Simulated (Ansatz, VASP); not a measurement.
**Cross-check of Bi (Bismuth) between VASP and Ansatz**

One calculation is typed for both programs; each brings its own data sets. How far apart do they land? The cell is taken from a series of runs on this material, whose earlier steps may have relaxed, scaled, displaced or heated it; both programs get it as it stands.

Program: Ansatz 0.2.0. Level of theory: plane waves, with VASP 6.6.1 beside it; zone-centre phonons at LDA. Results are calculated unless marked as measured.

## Step 1: Starting point

It takes space group R-3m (No. 166, trigonal). Conventional cell: a = 4.359 Å, b = 4.359 Å, c = 11.949 Å, α = 90.00°, β = 90.00°, γ = 120.00°. Nearest to Bi lie 3 Bi at 3.03 Å.

## Step 2: Ansatz: zone-centre phonons, LDA

Ansatz runs on its PAW soft_1 files.

Second derivatives magnify differences that forces hide, and they need a tight electronic threshold.

Input file input.yaml:

```yaml
crystal:
  lattice:
    - [2.1795213332, 1.2583472284, 3.9830449873]
    - [-2.1795213332, 1.2583472284, 3.9830449873]
    - [0.0, -2.5166944568, 3.9830449873]
  atoms:
    - { symbol: Bi, position: [0.2373229482, 0.2373229482, 0.2373229482] }
    - { symbol: Bi, position: [0.7626770518, 0.7626770518, 0.7626770518] }
kpoints:
  mp_grid: { grid: [12, 12, 12] }
hamiltonian:
  xc: lda
  pseudopotentials: { kind: paw, azcp: { folder: soft_1 }, xc_functional: pbe }
scf:
  occupations: { method: methfessel_paxton, width: 0.2 }
output:
  eigenvalues: true
phonons:
  method: dfpt
```

Command:

```console
> ansatz run input.yaml --threads 4 --pin off --max-ram 10240MiB --backend cpu --events-out ev --progress --plain --runs-dir out
```

Numbers of over 12 decimals in the logs are rounded to 6 here.

Log:

```text
Engine: ansatz 0.2.0, aarch64-unknown-linux-gnu
Pseudopotentials: kind: paw
Pseudopotential: Bi, paw, valence charge 15, recommended cutoff 420 eV (normal), soft_1/Bi.paw.azcp
Functional definition: SPW92
  exchange = slater_x
  correlation = pw_c
Crystal: 2 atoms, lattice volume = 65.543 Å³
Basis set: ecut = 420 eV, 1273 PW (Γ), exchange–correlation on 64×64×64 points (8 copies of the dense FFT grid, shifted against one another)
Bands: 19, of which v1, the nominal top of the filled ones, is band 15 counted from 1 (14 counted from 0)
Symmetry: 12 space group operations
k-points: 476 of 1728 (irreducible under 2 space group operations, time reversal used)
Non-local potential: Bi, projectors of the file, l = 0: 2, l = 1: 2, l = 2: 2, l = 3: 1
PAW form: soft (Blöchl's): semilocal exchange-correlation on the pseudo side does not see the compensation charge
PAW frozen core: Bi, regenerated for the run's functional, and the local potential with it (the file was generated under x = pbe(κ = 0.804, μ = 0.219515), c = pbe(β = 0.066725))
PAW one-centre angular grid: Bi, 590 points (default); XC on 64 Gauss nodes
Initial density: superposition of atomic densities (chi_scale 0.1, normalization cell)
Initial wavefunctions: pseudopotential atomic-orbital guess
Functional: x = slater, c = lda
SCF iter   1: F=—  HF=-24175.682654 eV  |F-HF|=—  |Δ(HF+E_count)|=         —  Δρ=1.22e-2  dr2=8.57e-2  ethr=3.10e-3  ⟨swp⟩=5.5  Hψ=43923  notcnv=0
preconditioner: auto → Kerker (q_TF=auto, 2.395 Å⁻¹)  [metal: Δε(μ)=0.033 eV  Ē_g=20.375 eV  σ=0.200 eV  W_gap=0.14  n_scr=14 (ndim 8)  ℏωp=25.1 eV  f_vac=0.000  D(μ)=0.44/eV (n_scr^D=0)]
SCF iter   2: F=—  HF=-24175.665218 eV  |F-HF|=—  |Δ(HF+E_count)|=   1.74e-2  S|Δr|=    0.00e0  Δρ=7.63e-3  dr2=3.71e-2  ethr=2.86e-4  ⟨swp⟩=1.0  Hψ=12852  notcnv=0
SCF iter   3: F=—  HF=-24175.656644 eV  |F-HF|=—  |Δ(HF+E_count)|=   8.57e-3  S|Δr|=    0.00e0  Δρ=1.09e-3  dr2=1.41e-3  ethr=1.24e-4  ⟨swp⟩=2.2  Hψ=16233  notcnv=0
SCF iter   4: F=—  HF=-24175.656421 eV  |F-HF|=—  |Δ(HF+E_count)|=   2.22e-4  S|Δr|=    0.00e0  Δρ=3.51e-4  dr2=1.31e-4  ethr=4.69e-6  ⟨swp⟩=3.0  Hψ=16279  notcnv=0
SCF iter   5: F=—  HF=-24175.656418 eV  |F-HF|=—  |Δ(HF+E_count)|=   3.59e-6  S|Δr|=    0.00e0  Δρ=1.43e-4  dr2=1.61e-5  ethr=4.38e-7  ⟨swp⟩=3.0  Hψ=16340  notcnv=0
SCF iter   6: F=—  HF=-24175.656406 eV  |F-HF|=—  |Δ(HF+E_count)|=   1.13e-5  S|Δr|=    0.00e0  Δρ=2.17e-5  dr2=4.80e-7  ethr=5.35e-8  ⟨swp⟩=2.0  Hψ=16193  notcnv=0
SCF iter   7: F=—  HF=-24175.656408 eV  |F-HF|=—  |Δ(HF+E_count)|=   2.00e-6  S|Δr|=    0.00e0  Δρ=5.87e-6  dr2=4.72e-8  ethr=1.60e-9  ⟨swp⟩=2.1  Hψ=10616  notcnv=0
SCF iter   8: F=—  HF=-24175.656408 eV  |F-HF|=—  |Δ(HF+E_count)|=   3.81e-9  S|Δr|=    0.00e0  Δρ=1.67e-6  dr2=3.32e-9  ethr=1.57e-10  ⟨swp⟩=2.2  Hψ=10534  notcnv=0
SCF iter   9: F=—  HF=-24175.656408 eV  |F-HF|=—  |Δ(HF+E_count)|=  3.89e-10  S|Δr|=    0.00e0  Δρ=4.56e-7  dr2=3.17e-10  ethr=1.11e-11  ⟨swp⟩=3.0  Hψ=16791  notcnv=0
SCF iter  10: F=—  HF=-24175.656408 eV  |F-HF|=—  |Δ(HF+E_count)|=  6.91e-11  S|Δr|=    0.00e0  Δρ=1.44e-7  dr2=2.86e-11  ethr=1.06e-12  ⟨swp⟩=3.0  Hψ=16278  notcnv=0
SCF iter  11: F=-24175.656408 eV  HF=-24175.656408 eV  |F-HF|=3.64e-12  |Δ(HF+E_count)|=  3.64e-12  S|Δr|=    0.00e0  Δρ=3.97e-8  dr2=9.31e-13  ethr=1.00e-12  ⟨swp⟩=5.5  Hψ=35273  notcnv=0
SCF 1 converged in 11 iterations: F = -24175.656408 eV  dr2 = 9.31e-13
  greatest PAW one-centre occupation: 0.988 electrons in one spin orbital (limit 2), on the Bi atom at site 1 (counted from 0), in its partial waves of l = 2
DFPT response loops at Γ: preconditioner auto → Kerker (q_TF=auto, 2.395 Å⁻¹) (partly filled bands, converged f_vac=0.000); β = 1.00, the filter's whole step (`scf.mixing.beta` (0.50) is not read by the response loops under this deck's `scf.mixing.preconditioner`; to damp them name `kerker` or `kerker_dos`, under which they read `scf.mixing.beta`, and type it under 1.00, their step now; both keys bind the ground state too); Broyden in place of MSR1
SCF converged after 11 iterations
Stability not checked: this state was not tested for a lower state beside it, because cold or Methfessel-Paxton smearing, or corrected tetrahedra, fill the levels in a way that the test cannot read (fill_not_monotonic; see scf.lower_state_search)
Free energy (F): -24175.656408 eV
Harris-Foulkes:  -24175.656408 eV  (|F-HF|=3.64e-12)
Internal energy: -24175.656919 eV  (E = F + TS)
E sigma→0 (E₀):  -24175.656536 eV
Entropy (-TS):   0.000511 eV (0.255 meV/atom)
Fermi energy:    10.534151 eV
--- Per-component energies (eV) ---
  E_band       = -195.975571
  E_kinetic    = 512.236405
  E_local      = -2612.042755  (includes V_loc(G=0)·N_el)
  E_nonlocal   = 825.265970
  E_hartree    = 969.550670
  E_xc         = -302.236859
  E_vxc        = -264.117056  (∫ρ·V_xc dr)
  E_paw        = -20705.334608  (= ΣΔE_a)
  E_vpaw       = -596.419914  (= ΣTr[D̂ρ^β])
  E_aug_tail   = 0.000430  (compensation charges beyond the density's cutoff)
  E_ewald      = -2863.086531
  E_core_change = -0.009642  (= ΣΔE_core)
  E_smearing   = 0.000511  (= −TS)
  E_closure    = -0.000000  (closes the sum)
  Σ components = -24175.656408   (vs F -24175.656408, Δ=0.00e0)
--- Band table (eV; the first three rows and the last of 476) ---
  k-point 0: bands = [... 11 lower, 3.0982, 8.3945, 9.4266, 9.4266, 13.3705, 13.5898, 13.5898, 15.8569]
  k-point 1: bands = [... 11 lower, 2.9304, 8.4587, 9.3786, 9.4170, 13.1676, 13.2946, 13.3918, 15.7711]
  k-point 2: bands = [... 11 lower, 2.4657, 8.6076, 9.3016, 9.3979, 12.3661, 12.9066, 12.9097, 15.5504]
  k-point 475: bands = [... 11 lower, 0.0285, 10.0309, 10.1903, 10.1903, 11.2623, 11.2623, 11.3806, 17.6096]
--- Phonons (Γ-DFPT): 2 representative perturbations + reference, on 476 of 1728 k-points (Σ response iterations 4) ---
  k mesh reduced under 2 symmetry operations, with k and −k counted as one. Each operation leaves every solved perturbation unchanged. A smaller set is not used because it would not reduce the number of displacements times k-points to solve
  ASR residual: 3.550e-4 → 0.000e0 eV/Å²; symmetrization residual: 1.517e-5 eV/Å²
  ASR residual per site (eV/Å²): 3.55e-4 3.55e-4
  Γ frequencies (cm⁻¹): 0.00 0.00 0.00 76.01 76.01 93.46
  non-analytic LO–TO correction: not included (Born effective charges unavailable; polar crystals: no LO–TO splitting at Γ)
```

In the SCF lines HF is the Harris–Foulkes energy and dr2 the Hartree energy of the density residual, in eV; the loop may stop once dr2 is under the threshold and the program's other checks hold. Hψ counts applications of the Hamiltonian.

## Step 3: VASP: zone-centre phonons, LDA

The same cell, functional (in two slightly different forms), mesh and smearing now go to VASP, with its own data sets.

Lines of VASP's logs that name or quote its potential files are left out, and so is its time.

Input file INCAR:

```
SYSTEM = Bi
PREC = Accurate
ENCUT = 500
EDIFF = 1E-08
NELM = 120
ISMEAR = 1
SIGMA = 0.2
LREAL = .FALSE.
ALGO = Normal
GGA = CA
NBANDS = 21
LORBIT = 11
LWAVE = .FALSE.
LCHARG = .FALSE.
ISIF = 2
IBRION = 8
LASPH = .TRUE.
GGA_COMPAT = .FALSE.
KPAR = 2
```

Input file POSCAR:

```
Bi
1.0
    2.1795213332      1.2583472284      3.9830449873
   -2.1795213332      1.2583472284      3.9830449873
    0.0000000000     -2.5166944568      3.9830449873
Bi
2
Direct
    0.2373229482      0.2373229482      0.2373229482
    0.7626770518      0.7626770518      0.7626770518
```

Input file KPOINTS:

```
Automatic mesh
0
Gamma
12 12 12
0 0 0
```

Potentials, in the order of the species: Bi_d (LDA family, release 64).

Command:

```console
> mpirun -np 2 vasp_std
```

Log:

```text
[banner, memory and clock lines left out]
running    2 mpi-ranks, on    1 nodes
 distrk:  each k-point on    1 cores,    2 groups
 distr:  one band on    1 cores,    1 groups

 POSCAR found type information on POSCAR Bi
 POSCAR found :  1 types and       2 ions
 LDA part: xc-table for (Slater(with rela. corr.)+CA(PZ))
 , standard interpolation
 POSCAR, INCAR and KPOINTS ok, starting setup
 FFT: planning ... GRIDC
 FFT: planning ... GRID_SOFT
 FFT: planning ... GRID
 WAVECAR not read
 entering main loop
       N       E                     dE             d eps       ncg     rms          rms(c)
DAV:   1     0.302454367745E+03    0.30245E+03   -0.16102E+04  7943   0.171E+03
DAV:   2     0.161397732945E+02   -0.28631E+03   -0.28009E+03  8038   0.442E+02
DAV:   3    -0.823979484210E+01   -0.24380E+02   -0.24073E+02  9452   0.146E+02
DAV:   4    -0.908035671889E+01   -0.84056E+00   -0.83932E+00  9484   0.298E+01
DAV:   5    -0.911869621132E+01   -0.38339E-01   -0.38338E-01 11379   0.571E+00    0.111E+00
DAV:   6    -0.910154552661E+01    0.17151E-01   -0.19647E-02 10289   0.152E+00    0.642E-01
DAV:   7    -0.909364178335E+01    0.79037E-02   -0.13848E-02 10057   0.128E+00    0.106E-01
DAV:   8    -0.909359644530E+01    0.45338E-04   -0.15111E-03  9089   0.458E-01    0.173E-02
DAV:   9    -0.909360330364E+01   -0.68583E-05   -0.77656E-05 11986   0.725E-02    0.970E-03
DAV:  10    -0.909360279261E+01    0.51104E-06   -0.43745E-06 10404   0.139E-02    0.170E-03
DAV:  11    -0.909360283795E+01   -0.45341E-07   -0.23001E-07 10068   0.381E-03    0.703E-04
DAV:  12    -0.909360284706E+01   -0.91172E-08   -0.31829E-08  7794   0.119E-03
   1 F= -.90936028E+01 E0= -.90937420E+01  d E =0.417550E-03
 Linear response reoptimize wavefunctions to high precision
DAV:   1    -0.909360284693E+01    0.13779E-09   -0.42744E-09  7563   0.547E-04
DAV:   2    -0.909360284700E+01   -0.75488E-10   -0.48300E-10  5429   0.227E-04
 Linear response DOF=           2
 Linear response progress:
  Degree of freedom:   1/  2
       N       E                     dE             d eps       ncg     rms          rms(c)
RMM:   1    -0.329566572782E+00   -0.32957E+00    0.25879E-01 48295   0.853E+00
RMM:   2    -0.338301615920E+00   -0.87350E-02   -0.21206E-02 62345   0.121E+00    0.437E-02
RMM:   3    -0.338540067469E+00   -0.23845E-03   -0.17538E-03 66724   0.340E-01    0.247E-02
RMM:   4    -0.338449153113E+00    0.90914E-04   -0.14582E-04 69046   0.105E-01    0.567E-03
RMM:   5    -0.338461225360E+00   -0.12072E-04   -0.18470E-05 64785   0.343E-02    0.249E-03
RMM:   6    -0.338469861288E+00   -0.86359E-05   -0.43281E-06 67688   0.152E-02    0.983E-04
RMM:   7    -0.338469861484E+00   -0.19557E-09   -0.80655E-07 67554   0.504E-03    0.368E-04
RMM:   8    -0.338465770653E+00    0.40908E-05   -0.14474E-06 69294   0.185E-03    0.102E-04
RMM:   9    -0.338464258661E+00    0.15120E-05   -0.43542E-08 69743   0.841E-04    0.355E-05
RMM:  10    -0.338463929478E+00    0.32918E-06    0.17066E-07 71398   0.436E-04    0.124E-05
RMM:  11    -0.338464006294E+00   -0.76816E-07    0.50823E-08 72243   0.288E-04    0.118E-05
RMM:  12    -0.338463760703E+00    0.24559E-06    0.44051E-08 69486   0.217E-04    0.393E-06
RMM:  13    -0.338463716547E+00    0.44156E-07   -0.96990E-09 73339   0.175E-04    0.212E-06
RMM:  14    -0.338463663507E+00    0.53040E-07   -0.13452E-08 71696   0.158E-04    0.912E-07
RMM:  15    -0.338463639770E+00    0.23737E-07   -0.54651E-09 75047   0.150E-04    0.174E-07
RMM:  16    -0.338463639271E+00    0.49891E-09   -0.93186E-09 70361   0.146E-04    0.200E-07
 first order change of Fermi-energy  -0.12881E-04
 force on displaced ion       1 direction 1 :  -2.260  -0.000   0.000
 Linear response progress:
  Degree of freedom:   2/  2
       N       E                     dE             d eps       ncg     rms          rms(c)
RMM:   1    -0.332972256956E+00   -0.33297E+00    0.23784E-01 10524   0.845E+00
RMM:   2    -0.341630105129E+00   -0.86578E-02   -0.20611E-02 13578   0.120E+00    0.453E-02
RMM:   3    -0.341799602588E+00   -0.16950E-03   -0.16604E-03 14570   0.333E-01    0.252E-02
RMM:   4    -0.341674106741E+00    0.12550E-03   -0.14669E-04 14867   0.109E-01    0.628E-03
RMM:   5    -0.341684232455E+00   -0.10126E-04   -0.18940E-05 14806   0.342E-02    0.320E-03
RMM:   6    -0.341692342649E+00   -0.81102E-05   -0.33912E-06 13549   0.154E-02    0.939E-04
RMM:   7    -0.341691869577E+00    0.47307E-06   -0.52727E-07 14686   0.561E-03    0.608E-04
RMM:   8    -0.341688452601E+00    0.34170E-05   -0.76547E-08 13046   0.219E-03    0.987E-05
RMM:   9    -0.341687889910E+00    0.56269E-06   -0.40868E-08 15259   0.105E-03    0.650E-05
RMM:  10    -0.341687553625E+00    0.33629E-06   -0.27132E-08 14760   0.479E-04    0.405E-05
RMM:  11    -0.341687269502E+00    0.28412E-06   -0.62119E-09 14558   0.304E-04    0.101E-05
RMM:  12    -0.341687271612E+00   -0.21102E-08   -0.15599E-08 15618   0.227E-04    0.308E-06
 first order change of Fermi-energy  -0.72832E+00
 force on displaced ion       1 direction 3 :   0.000   0.000  -3.404
 Linear response finished
```

Parts of OUTCAR (step 3):

```text
ion  position               nearest neighbor table
   1  0.237  0.237  0.237-   2 3.03   2 3.03   2 3.03   2 3.41   2 3.41   2 3.41
   2  0.763  0.763  0.763-   1 3.03   1 3.03   1 3.03   1 3.41   1 3.41   1 3.41

  LATTYP: Found a trigonal (rhomboedric) cell.
 ALAT       =     4.7115176281
 COS(alpha) =     0.5720129746

 Subroutine GETGRP returns: Found 12 space group operations
 (whereof 12 operations were pure point group operations)

The static configuration has the point symmetry D_3d.

 Found    189 irreducible k-points:

   k-points           NKPTS =    189   k-points in BZ     NKDIM =    189   number of bands    NBANDS=     21

   dimension x,y,z NGX =    36 NGY =   36 NGZ =   36
   dimension x,y,z NGXF=    72 NGYF=   72 NGZF=   72

   ENCUT  =  500.0 eV  36.75 Ry    6.06 a.u.   8.59  8.59  8.59*2*pi/ulx,y,z

   NELECT =      30.0000    total number of electrons

 k-points in reciprocal lattice and weights: Automatic mesh
   0.00000000  0.00000000  0.00000000       0.001
   0.08333333 -0.00000000  0.00000000       0.003
   0.16666667 -0.00000000 -0.00000000       0.003
   0.25000000 -0.00000000  0.00000000       0.003
   0.33333333 -0.00000000 -0.00000000       0.003
   0.41666667 -0.00000000 -0.00000000       0.003
   0.50000000 -0.00000000  0.00000000       0.002
   0.08333333  0.08333333 -0.00000000       0.003
   0.16666667  0.08333333  0.00000000       0.007
[...]
-0.41666667  0.50000000  0.41666667       0.003
   0.50000000  0.50000000  0.50000000       0.001

 average (electrostatic) potential at core
       1-103.9347       2-103.9347

  Total        0.9377817      0.9377817      0.0412739      0.0000000      0.0000000      0.0000000
  in kB       22.9236760     22.9236760      1.0089225      0.0000000      0.0000000      0.0000000
  external PRESSURE =      15.6187582 kB  Pullay stress =       0.0000000 kB

  energy-cutoff  :      500.00
  volume of cell :       65.54
      direct lattice vectors                 reciprocal lattice vectors
     2.179521333  1.258347228  3.983044987     0.229408170  0.132448869  0.083688066
    -2.179521333  1.258347228  3.983044987    -0.229408170  0.132448869  0.083688066
     0.000000000 -2.516694457  3.983044987     0.000000000 -0.264897737  0.083688066

 POSITION                                       TOTAL-FORCE (eV/Angst)
 -----------------------------------------------------------------------------------
      0.00000      0.00000      2.83580         0.000000     -0.000000      0.024512
      0.00000      0.00000      9.11333         0.000000      0.000000     -0.024512
 -----------------------------------------------------------------------------------
    total drift:                               -0.000000     -0.000000      0.000000

 Eigenvectors and eigenvalues of the dynamical matrix
 ----------------------------------------------------

   1 f  =    2.821871 THz    17.730340 2PiTHz   94.127495 cm-1    11.670317 meV
             X         Y         Z           dx          dy          dz
      0.000000  0.000000  2.835804     0.000000    0.000000    0.707107
      0.000000  0.000000  9.113331    -0.000000   -0.000000   -0.707107

   2 f  =    2.298958 THz    14.444781 2PiTHz   76.684997 cm-1     9.507724 meV
             X         Y         Z           dx          dy          dz
      0.000000  0.000000  2.835804    -0.707107    0.000000   -0.000000
      0.000000  0.000000  9.113331     0.707107   -0.000000   -0.000000

   3 f  =    2.298958 THz    14.444781 2PiTHz   76.684997 cm-1     9.507724 meV
             X         Y         Z           dx          dy          dz
      0.000000  0.000000  2.835804     0.000000    0.707107    0.000000
      0.000000  0.000000  9.113331    -0.000000   -0.707107    0.000000

   4 f  =    0.000000 THz     0.000000 2PiTHz    0.000001 cm-1     0.000000 meV
             X         Y         Z           dx          dy          dz
      0.000000  0.000000  2.835804     0.195628   -0.611770    0.295748
      0.000000  0.000000  9.113331     0.195628   -0.611770    0.295748

   5 f  =    0.000000 THz     0.000000 2PiTHz    0.000001 cm-1     0.000000 meV
             X         Y         Z           dx          dy          dz
      0.000000  0.000000  2.835804     0.163603   -0.256301   -0.638391
      0.000000  0.000000  9.113331     0.163603   -0.256301   -0.638391

   6 f/i=    0.000000 THz     0.000000 2PiTHz    0.000001 cm-1     0.000000 meV
             X         Y         Z           dx          dy          dz
      0.000000  0.000000  2.835804    -0.659518   -0.245045   -0.070637
      0.000000  0.000000  9.113331    -0.659518   -0.245045   -0.070637

 ELASTIC MODULI CONTR FROM IONIC RELAXATION (kBar)
 Direction    XX          YY          ZZ          XY          YZ          ZX
 --------------------------------------------------------------------------------
 XX        -294.7980    -70.3716   -196.0442     -0.0000    190.7246      0.0000
 YY         -70.3716   -294.7980   -196.0442      0.0000   -190.7246     -0.0000
 ZZ        -196.0442   -196.0442   -210.4958     -0.0000      0.0000      0.0000
 XY          -0.0000      0.0000     -0.0000   -112.2132      0.0000    188.6897
 YZ         190.7246   -190.7246      0.0000      0.0000   -324.1674     -0.0000
 ZX           0.0000     -0.0000      0.0000    188.6897     -0.0000   -317.2871
 --------------------------------------------------------------------------------
```

## Step 4: Side by side

Known differences besides the potentials themselves: the two LDA forms differ slightly; the cutoff is 420 eV in Ansatz and 500 eV in VASP; VASP's log shows a relativistic correction to its local exchange, Ansatz's none. Total energies have different zeros and are not compared.

Compared:

```csv
quantity,Ansatz,VASP,difference
optical mode 1 to 2 (cm⁻¹),76.0,76.7,-0.88 %
optical mode 3 (cm⁻¹),93.5,94.1,-0.71 %
```

Modes are paired by rising frequency, not by their patterns, so a pair may set unlike modes beside each other; they are those without the splitting of longitudinal modes.

## Step 5: What came out

```yaml
r_m_s_difference_of_the_optical_zone_centre_modes_each_program_s_sorted_by_frequency_zone_centre_phonons_lda: 0.67 cm⁻¹
difference_in_optical_mode_1_to_2_zone_centre_phonons_lda: -0.9 %
```

The r.m.s. difference of the optical zone-centre modes, each program's sorted by frequency is 0.67 cm⁻¹ (zone-centre phonons, LDA). Among the rows given in per cent, the largest difference of the zone-centre phonons, LDA pair is in optical mode 1 to 2, -0.9 %. How closely two codes agree says nothing of how well the functional describes the real material.

[Lines on the potential files, build, host, timing and source positions are cut from VASP's logs without a mark.]

[Logs are printed without paths, hosts, clocks, repeated set-up lines and the standing remarks that a program may print on its own settings, such as how far it seeks lower states.]

[Hosts, paths, dates, database ids (printed as entryN), source tags and the programs' standing remarks are cut or masked in the printed files.]
